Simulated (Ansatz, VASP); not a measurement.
**Two plane-wave programs on ScGe4**

```xyz
5
Lattice="5.9996 0.0000 0.0000 0.0000 5.9996 0.0000 0.0000 0.0000 2.8973" Properties=species:S:1:pos:R:3 pbc="T T T"
Sc    0.0000    0.0000    1.4487
Ge    1.7251    4.2745    0.0000
Ge    4.2745    4.2745    0.0000
Ge    1.7251    1.7251    0.0000
Ge    4.2745    1.7251    0.0000
```

Alike in both runs: task relaxation of cell and atoms; functional PBE; k mesh 6 × 6 × 14; occupations gaussian, width 0.1 eV; no spin polarisation.

|  | VASP | Ansatz |
| --- | --- | --- |
| version | VASP 6.6.1 | Ansatz 0.2.0 |
| potentials or method | VASP PAW PBE potentials, release 64 (Sc_sv, Ge_d) | scalar-relativistic, plane waves, PAW |
| plane-wave cutoff (eV) | 600 | 420 |
| valence electrons in the cell | 67 | 67 |

|  | VASP | Ansatz | Ansatz less VASP |
| --- | --- | --- | --- |
| gap on the k mesh at the Fermi level, each at its own relaxed structure (eV) | none | none | - |
| relaxed volume (Å³/atom) | 21.05 | 21.03 | -0.015 |
| relaxed cell length with the largest relative difference (Å) | 6.014 | 6.010 | -0.0040 |

A gap of «none» marks a metal or a gap that the smearing closes.
